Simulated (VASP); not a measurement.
```yaml
crystal:
  lattice:
    - [0.00000, 2.15988, 2.15988]
    - [2.15988, 0.00000, 2.15988]
    - [2.15988, 2.15988, 0.00000]
  atoms:
    - { symbol: B, position: [0.00000, 0.00000, 0.00000] }
    - { symbol: P, position: [0.25000, 0.25000, 0.25000] }
```

Computed with PBEsol GGA, VASP's PBE PAW potentials (set 64) (plane waves; VASP). Settings: 620 eV cut-off, 10×10×10 Γ-centred mesh, Gaussian smearing of 0.050 eV, potentials B P.

Q: What does the run give for the energy per atom (σ→0), pressure, band gap (on the k-mesh) with the smallest direct gap where there is one?

A: 
| Quantity | Result |
|---|---|
| band gap (on the k-mesh) | 0.92 eV |
| smallest direct gap (on the k-mesh) | 3.63 eV |
| energy per atom (σ→0) | -6.714 eV/atom |
| pressure | 29.83 GPa |

The structure was generated: BP was put into the zinc blende type (F-43m), which need not be its known phase. It was relaxed first under an external pressure of 30 GPa.
